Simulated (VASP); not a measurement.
Computed with vdW-DF-cx, VASP's PBE PAW potentials (set 64) (plane waves; VASP).

Input for VASP

**INCAR**
```
# general
SYSTEM  =InAs
PREC    =Accurate
ENCUT   =520   # plane-wave cut-off (eV)
LREAL   =F   # projection in real space or not
LASPH   =T

# electronic loop
EDIFF   =1E-7   # SCF stop (eV)
NELM    =100   # most electronic steps
ALGO    =Normal   # blocked Davidson
LMAXMIX =4

# smearing
ISMEAR  =-5   # tetrahedra, Bloechl

# functional
GGA     =CX
LUSE_VDW=T
AGGAC   =0.0

# ions
ISIF    =2   # forces and stress, cell fixed

# output
LWAVE   =F
LCHARG  =T
LORBIT  =11   # lm-projected
NEDOS   =601   # DOS grid
```

File POSCAR:
```
InAs
1
    0.0000000000     3.0565272764     3.0565272764
    3.0565272764     0.0000000000     3.0565272764
    3.0565272764     3.0565272764     0.0000000000
In As
1 1
Direct
  0.0000000000   0.0000000000   0.0000000000
  0.2500000000   0.2500000000   0.2500000000
```

KPOINTS:
```
kpoints
0
gamma
12 12 12
```

POTCAR, in this order: In_d As (PBE.64 set). Program: vasp_std.

What VASP printed:

### OSZICAR
```
       N       E                     dE             d eps       ncg     rms          rms(c)
DAV:   1     0.120554503582E+03    0.12055E+03   -0.86140E+03  1872   0.149E+03
DAV:   2     0.536691539645E+01   -0.11519E+03   -0.11211E+03  1937   0.320E+02
DAV:   3    -0.322461042508E+01   -0.85915E+01   -0.85326E+01  2472   0.919E+01
DAV:   4    -0.345203060888E+01   -0.22742E+00   -0.22727E+00  2111   0.170E+01
DAV:   5    -0.346193311930E+01   -0.99025E-02   -0.99020E-02  2805   0.316E+00    0.395E+00
DAV:   6    -0.321835201578E+01    0.24358E+00   -0.45189E-01  2799   0.127E+01    0.220E+00
DAV:   7    -0.319641754289E+01    0.21934E-01   -0.12689E-01  2610   0.355E+00    0.670E-01
DAV:   8    -0.319654715002E+01   -0.12961E-03   -0.12083E-02  2286   0.159E+00    0.179E-01
DAV:   9    -0.319703723161E+01   -0.49008E-03   -0.11825E-03  2157   0.454E-01    0.106E-01
DAV:  10    -0.319711766791E+01   -0.80436E-04   -0.14390E-04  2748   0.151E-01    0.714E-02
DAV:  11    -0.319715462453E+01   -0.36957E-04   -0.12467E-04  1997   0.123E-01    0.537E-02
DAV:  12    -0.319715501083E+01   -0.38630E-06   -0.10735E-05  1952   0.259E-02    0.126E-02
DAV:  13    -0.319715520877E+01   -0.19794E-06   -0.18710E-06  2327   0.852E-03    0.765E-03
DAV:  14    -0.319715536070E+01   -0.15193E-06   -0.12992E-07  1878   0.377E-03    0.289E-03
DAV:  15    -0.319715548567E+01   -0.12497E-06   -0.27292E-08  1206   0.190E-03    0.580E-04
DAV:  16    -0.319715550329E+01   -0.17623E-07   -0.43099E-09  1021   0.914E-04
   1 F= -.31971555E+01 E0= -.31971555E+01  d E =0.000000E+00
```

File OUTCAR:
```
------------------------ aborting loop because EDIFF is reached ----------------------------------------
  FORCE on cell =-STRESS in cart. coord.  units (eV):
  Direction    XX          YY          ZZ          XY          YZ          ZX
  --------------------------------------------------------------------------------------
  Total       -0.0091892     -0.0091892     -0.0091892      0.0000000      0.0000000     -0.0000000
  in kB       -0.2577955     -0.2577955     -0.2577955      0.0000000      0.0000000     -0.0000000
  external PRESSURE =      -0.2577955 kB  Pullay stress =       0.0000000 kB
  volume of cell :       57.11
      direct lattice vectors                 reciprocal lattice vectors
     0.000000000  3.056527276  3.056527276    -0.163584341  0.163584341  0.163584341
     3.056527276  0.000000000  3.056527276     0.163584341 -0.163584341  0.163584341
     3.056527276  3.056527276  0.000000000     0.163584341  0.163584341 -0.163584341
  FREE ENERGIE OF THE ION-ELECTRON SYSTEM (eV)
  ---------------------------------------------------
  free  energy   TOTEN  =        -3.1971555033 eV

  energy  without entropy=       -3.1971555033  energy(sigma->0) =       -3.19715550

 total charge

# of ion       s       p       d       tot
------------------------------------------
    1        0.848   0.704   9.885  11.437
    2        1.226   1.541   0.021   2.787
--------------------------------------------------
tot          2.074   2.245   9.905  14.224
```
(Selected blocks of OUTCAR.)

For a metal the tetrahedron method with Blöchl corrections gives inexact stress and forces.

The compound is InAs in the zinc blende structure. It was relaxed first.
